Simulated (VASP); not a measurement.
**LaB6 (cab6): computed properties**

All values below come from r2SCAN meta-GGA, VASP's PBE PAW potentials (set 64) (plane waves; VASP).

space group: Pm-3m (221)
cell: a = 4.153 Å, b = 4.153 Å, c = 4.153 Å, α = 90.00°, β = 90.00°, γ = 90.00°
volume per atom: 10.23 Å^3/atom
band gap (over mesh and band path): none (metal, semimetal or under 0.01 eV)
density: 4.73 g/cm³

```cif
data_B6La
_chemical_formula_sum 'La1 B6'
_space_group_name_H-M_alt 'P 1'
_space_group_IT_number 1
_cell_length_a 4.15258
_cell_length_b 4.15258
_cell_length_c 4.15258
_cell_angle_alpha 90.000
_cell_angle_beta 90.000
_cell_angle_gamma 90.000
loop_
_space_group_symop_operation_xyz
  'x, y, z'
loop_
_atom_site_label
_atom_site_type_symbol
_atom_site_fract_x
_atom_site_fract_y
_atom_site_fract_z
_atom_site_occupancy
La1 La 0.00000 0.00000 0.00000 1
B1 B 0.80016 0.50000 0.50000 1
B2 B 0.50000 0.19984 0.50000 1
B3 B 0.50000 0.80016 0.50000 1
B4 B 0.19984 0.50000 0.50000 1
B5 B 0.50000 0.50000 0.80016 1
B6 B 0.50000 0.50000 0.19984 1
```

Measured: a 4.157 Å at 296 K (computed value off by -0.1 %), as given by Masami Tsubota et al., Scientific Reports (2017), doi:10.1038/s41598-017-15766-y. The calculation is for a static lattice, while the measured a holds thermal and zero-point effects, which are part of the difference.

The compound is LaB6 in the cab6 structure. It was relaxed first. Symmetry was kept, so distortions that lower it aren't found. The electron count is odd and the run is not spin-polarised, which forces a metal.
